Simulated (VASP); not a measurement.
These are PBEsol GGA, VASP's PBE PAW potentials (set 64) (plane waves; VASP) values and carry that method's errors.

Input for VASP

### POSCAR
```
Mg(AlC)2
1
    3.3757709079     0.0000000000     0.0000000000
   -1.6878854539     2.9235033288    -0.0000000000
    0.0000000000    -0.0000000000     5.7673839210
Mg Al C
1 2 2
Direct
  1.0000000000   0.0000000000   1.0000000000
  0.6666670000   0.3333330000   0.3500742310
  0.3333330000   0.6666670000   0.6499257690
  0.3333330000   0.6666670000   0.2692715034
  0.6666670000   0.3333330000   0.7307284966
```

INCAR:
```
SYSTEM = Mg(AlC)2
PREC = Accurate; ENCUT = 520; LREAL = F
LASPH = T; ICHARG = 11
EDIFF = 1E-7; NELM = 100; ALGO = Normal
ISMEAR = 0; SIGMA = 0.05
GGA = PS
LWAVE = F; LCHARG = F; LORBIT = 11
```

KPOINTS:
```
k-points along high-symmetry lines
10
Line-mode
Reciprocal
  0.000000   0.000000   0.000000 ! GAMMA
  0.500000   0.000000   0.000000 ! M

  0.500000   0.000000   0.000000 ! M
  0.333333   0.333333   0.000000 ! K

  0.333333   0.333333   0.000000 ! K
  0.000000   0.000000   0.000000 ! GAMMA

  0.000000   0.000000   0.000000 ! GAMMA
  0.000000   0.000000   0.500000 ! A

  0.000000   0.000000   0.500000 ! A
  0.500000   0.000000   0.500000 ! L

  0.500000   0.000000   0.500000 ! L
  0.333333   0.333333   0.500000 ! H

  0.333333   0.333333   0.500000 ! H
  0.000000   0.000000   0.500000 ! A

  0.500000   0.000000   0.500000 ! L
  0.500000   0.000000   0.000000 ! M

  0.333333   0.333333   0.500000 ! H
  0.333333   0.333333   0.000000 ! K
```

POTCAR, in this order: Mg Al C (PBE.64 set). Program: vasp_std. Read from the step before: CHGCAR.

Output

File OUTCAR:
```
 ion  position               nearest neighbor table
   1  0.000  0.000  0.000-   4 2.49   5 2.49   4 2.49   5 2.49   5 2.49   4 2.49   2 2.81   3 2.81
                             3 2.81   2 2.81   3 2.81   2 2.81
   2  0.667  0.333  0.350-   4 2.00   4 2.00   4 2.00   5 2.20   3 2.61   3 2.61   3 2.61   1 2.81
                             1 2.81   1 2.81
   3  0.333  0.667  0.650-   5 2.00   5 2.00   5 2.00   4 2.20   2 2.61   2 2.61   2 2.61   1 2.81
                             1 2.81   1 2.81
   4  0.333  0.667  0.269-   2 2.00   2 2.00   2 2.00   3 2.20   1 2.49   1 2.49   1 2.49
   5  0.667  0.333  0.731-   3 2.00   3 2.00   3 2.00   2 2.20   1 2.49   1 2.49   1 2.49
  LATTYP: Found a hexagonal cell.
 ALAT       =     3.3757709079
 C/A-ratio  =     1.7084642526
 Subroutine PRICEL returns:
 Original cell was already a primitive cell.
 Subroutine GETGRP returns: Found 12 space group operations
The static configuration has the point symmetry D_3d.
The dynamic configuration has the point symmetry D_3d.
 Subroutine INISYM returns: Found 12 space group operations
   k-points           NKPTS =     90   k-points in BZ     NKDIM =     90   number of bands    NBANDS=     12
   number of dos      NEDOS =    301   number of ions     NIONS =      5
   total plane-waves  NPLWV =  37632
   dimension x,y,z NGX =    28 NGY =   28 NGZ =   48
   dimension x,y,z NGXF=    56 NGYF=   56 NGZF=   96
   ions per type =               1   2   2
   PREC   = accura    normal or accurate (medium, high low for compatibility)
...
```

### OSZICAR
```
       N       E                     dE             d eps       ncg     rms          rms(c)
DAV:   1     0.325700111873E+02    0.32570E+02   -0.67759E+03  2176   0.112E+03
DAV:   2    -0.251388373237E+02   -0.57709E+02   -0.52534E+02  3076   0.161E+02
DAV:   3    -0.286241849866E+02   -0.34853E+01   -0.34476E+01  2772   0.401E+01
DAV:   4    -0.286778222921E+02   -0.53637E-01   -0.53600E-01  2568   0.560E+00
DAV:   5    -0.286788050003E+02   -0.98271E-03   -0.98245E-03  2768   0.774E-01
DAV:   6    -0.286788346222E+02   -0.29622E-04   -0.29617E-04  2556   0.133E-01
DAV:   7    -0.286788357643E+02   -0.11421E-05   -0.11418E-05  2756   0.253E-02
DAV:   8    -0.286788358114E+02   -0.47166E-07   -0.47175E-07  2432   0.493E-03
   1 F= -.28678836E+02 E0= -.28678836E+02  d E =-.142968E-14
```

File OUTCAR:
```
 val. band max:        6.7378743426   @ k =   0.0741   0.0741   0.0000

 cond. band min:       8.4325717796   @ k =   0.5000   0.0000   0.3333



 k-point     1 :       0.0000    0.0000    0.0000
  band No.  band energies     occupation
      1      -6.5845      2.00000
      2      -3.9933      2.00000
      3       0.2058      2.00000
      4       5.6227      2.00000
      5       5.6227      2.00000
      6       6.5078      2.00000
      7       6.5204      2.00000
      8       6.5204      2.00000
      9      10.0944      0.00000
     10      11.2382      0.00000
     11      13.3344      0.00000
     12      13.3388      0.00000

 k-point     2 :       0.0556    0.0000    0.0000
  band No.  band energies     occupation
      1      -6.5412      2.00000
      2      -3.9607      2.00000
      3       0.2516      2.00000
      4       5.3037      2.00000
      5       5.5505      2.00000
      6       6.3073      2.00000
      7       6.5040      2.00000
      8       6.6135      2.00000
      9      10.2422      0.00000
     10      11.3571      0.00000
     11      12.8625      0.00000
     12      13.4544      0.00000

 k-point     3 :       0.1111    0.0000    0.0000
  band No.  band energies     occupation
      1      -6.4121      2.00000
      2      -3.8649      2.00000
      3       0.3884      2.00000
      4       4.6135      2.00000
      5       5.3628      2.00000
      6       5.7748      2.00000
      7       6.4448      2.00000
      8       6.7185      2.00000
      9      10.5748      0.00000
     10      11.4993      0.00000
     11      12.4436      0.00000
     12      13.8083      0.00000

 k-point     4 :       0.1667    0.0000    0.0000
  band No.  band energies     occupation
      1      -6.1995      2.00000
      2      -3.7124      2.00000
      3       0.6143      2.00000
      4       3.7769      2.00000
      5       5.0859      2.00000
      6       5.1150      2.00000
      7       6.3365      2.00000
...
```

The density is held fixed in this step, so its total energy and stress have no physical meaning.

The structure comes from a computed database's Al2MgC2 entry (P-3m1); how it stands against other phases isn't given here. It was relaxed first.
